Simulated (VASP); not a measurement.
Here is the system:

```yaml
crystal:
  lattice:
    - [1.59383, -2.75446, 0.00000]
    - [1.59383, 2.75446, 0.00000]
    - [0.00000, 0.00000, 5.05210]
  atoms:
    - { symbol: Hf, position: [0.33333, 0.66667, 0.25000] }
    - { symbol: Hf, position: [0.68008, 0.34675, 0.75000] }
```

Level of theory: PBE GGA, VASP's PBE PAW potentials (set 64) (plane waves; VASP). Run with 400 eV cut-off, KSPACING 0.8 per Å, first-order Methfessel-Paxton smearing of 0.10 eV, potentials Hf_pv.

Q: Give the force on each atom (eV/Å).

A: 
```csv
atom,Fx,Fy,Fz
Hf1,-0.223,0.044,0.000
Hf2,0.223,-0.044,0.000
```

Q: Give the stress tensor in GPa (positive for a compressed cell).

A: 
```
 2.96  -2.08   0.00
-2.08   3.18   0.00
 0.00   0.00  -2.49
```
The pressure is its mean diagonal, 1.22 GPa.

The compound is Hf in the hcp structure. The cell was not relaxed at this level, atoms are displaced from their ideal sites. The run is one of a series of settings (KGAMMA = .FALSE., KSPACING = 0.8, KPOINTS file removed against the base run), some of them coarse on purpose.
